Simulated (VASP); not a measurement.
A convergence study with VASP on Ge (space group no. 227 when undisturbed): one setting is varied, all else stays as given below, so the limit is that of these other settings. One atom is moved off its site, so that forces are finite.

```
CELL_PARAMETERS angstrom
      0.00000     2.84314     2.84314
      2.84314     0.00000     2.84314
      2.84314     2.84314     0.00000
ATOMIC_POSITIONS crystal
  Ge 0.00508 0.00508 0.00508
  Ge 0.25000 0.25000 0.25000
```

The numbers are results of PBE GGA, VASP's PBE PAW potentials (set 64) (plane waves; VASP), not measurements. The tightest run used: 300 eV cut-off, 18×18×18 Γ-centred mesh, Fermi-Dirac smearing of 0.010 eV, potentials Ge_d.

```json
[
 {"setting": "2×2×2 mesh", "E (eV/atom)": "-3.0607", "pressure (GPa)": "15.10", "largest force (eV/Å)": "0.397", "irreducible k-points": "4"},
 {"setting": "3×3×3 mesh", "E (eV/atom)": "-4.1244", "pressure (GPa)": "4.17", "largest force (eV/Å)": "0.484", "irreducible k-points": "6"},
 {"setting": "4×4×4 mesh", "E (eV/atom)": "-4.3744", "pressure (GPa)": "2.29", "largest force (eV/Å)": "0.443", "irreducible k-points": "13"},
 {"setting": "5×5×5 mesh", "E (eV/atom)": "-4.4520", "pressure (GPa)": "1.52", "largest force (eV/Å)": "0.576", "irreducible k-points": "19"}
]
```

Q: These are the cheaper rows. Estimate the results at 18×18×18 mesh, and how far the last row shown lies from them.

A: 
```json
[
 {"quantity": "E (eV/atom)", "tightest run": "-4.5019", "last row shown is off by": "0.0499"},
 {"quantity": "pressure (GPa)", "tightest run": "1.17", "last row shown is off by": "0.35"},
 {"quantity": "largest force (eV/Å)", "tightest run": "0.601", "last row shown is off by": "-0.026"}
]
```

Left out are rungs that failed or repeat a setting and relaxations that didn't move; long series are thinned to 24 rows.

The structure is a typed Ge crystal (space group no. 227). The cell was not relaxed at this level, it is distorted from the ideal structure.
